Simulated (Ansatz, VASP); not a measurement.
## BaCuSO in VASP and in Ansatz

```
Ba Cu S O
1.0
     1.98668   -6.35952    0.00000
     1.98668    6.35952    0.00000
     0.00000    0.00000    6.14363
Ba Cu S O
2 2 2 2
Direct
  0.11954 0.91157 0.25071
  0.88750 0.09621 0.74963
  0.60816 0.40149 0.74825
  0.39576 0.59975 0.25628
  0.18890 0.81832 0.74792
  0.81992 0.18654 0.25562
  0.50813 0.50777 0.00010
  0.51235 0.51910 0.50758
```

Change from the starting cell: atoms moved at random, drawn with an rms of 0.05 Å.

Alike in both runs: task single point; functional PBE; k mesh 7 × 7 × 5; occupations fermi-dirac, width 0.05 eV; no spin polarisation.

|  | VASP | Ansatz |
| --- | --- | --- |
| version | VASP 6.6.1 | Ansatz 0.2.0 |
| potentials or method | VASP PAW PBE potentials, release 64 (Ba_sv, Cu, S, O) | Ansatz PAW |
| plane-wave cutoff (eV) | 520 | 420 |
| valence electrons in the cell | 66 | 82 |

Ansatz gave:

```
gap on the k mesh at the Fermi level (eV)       : none
pressure (GPa)                                  : -0.4
largest component of the traceless stress (GPa) : 0.24
rms of the force components (eV/Å)              : 0.105
```

**Question.** Estimate VASP's values.

**Answer.** gap on the k mesh at the Fermi level (eV): none; pressure (GPa): 0.5; largest component of the traceless stress (GPa): 0.26; rms of the force components (eV/Å): 0.114.

Atom by atom the forces differ by 0.029 eV/Å (rms over components). A gap of «none» marks a metal or a gap that the smearing closes. The two sets of potentials don't hold the same shells in valence.

Caveats: the run has no spin polarisation, though such a crystal can be magnetic; semilocal functionals often make such compounds metallic where correlation or magnetic order opens a gap, which also shifts bond lengths. The runs have no spin-orbit coupling, so splittings on Ba are missing.
